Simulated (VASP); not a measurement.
Input of a VASP 6.6.1 run:

The input INCAR:

```
PREC = Accurate ; ENCUT = 520
EDIFF = 1E-6 ; ISMEAR = 0
SIGMA = 0.1 ; LREAL = False
LASPH = True ; NELM = 120
ALGO = Normal ; ISIF = 3
LWAVE = False ; LCHARG = False
GGA = PE ; IBRION = 2
NSW = 90 ; EDIFFG = -0.01
KPAR = 4
```

Contents of KPOINTS:

```
regular mesh
0
Gamma
  8 8 8
```

POSCAR

```
Si3Ge
1.0
   -2.7680000000      2.7680000000      5.5350000000
    2.7680000000     -2.7680000000      5.5350000000
    2.7680000000      2.7680000000     -5.5350000000
Si Ge
6 2
Direct
    0.5000000000      0.5000000000      0.0000000000
    0.6174132900      0.6250000000      0.4924132900
    0.1325867100      0.1250000000      0.5075867100
    0.2500000000      0.7500000000      0.5000000000
    0.8750000000      0.3825867100      0.0075867100
    0.3750000000      0.8674132900      0.9924132900
    0.0000000000      0.0000000000      0.0000000000
    0.7500000000      0.2500000000      0.5000000000
```

Potentials or basis: VASP PAW PBE potentials, release 64 (Si, Ge_d).

Run with:

```sh
$ cat potpaw_PBE.64/Si/POTCAR potpaw_PBE.64/Ge_d/POTCAR > POTCAR
$ mpirun -np 4 vasp_std > vasp.out
```

Q: Estimate the relaxed volume.

A: 21.15 Å³/atom.

Q: Predict the relaxed cell.

A: a = 6.774 Å, b = 6.774 Å, c = 6.774 Å, α = 131.81°, β = 131.81°, γ = 70.54°.

Q: What does it give for the space group after relaxing (to 0.05 Å)?

A: I-42d (No. 122).

Forces on the atoms (eV/Å):
```
Si   0.000  0.000  0.000
Si   0.000 -0.004  0.000
Si   0.000  0.004  0.000
Si   0.000  0.000  0.000
Si   0.004  0.000  0.000
Si  -0.004  0.000  0.000
Ge   0.000  0.000  0.000
Ge   0.000  0.000  0.000
```
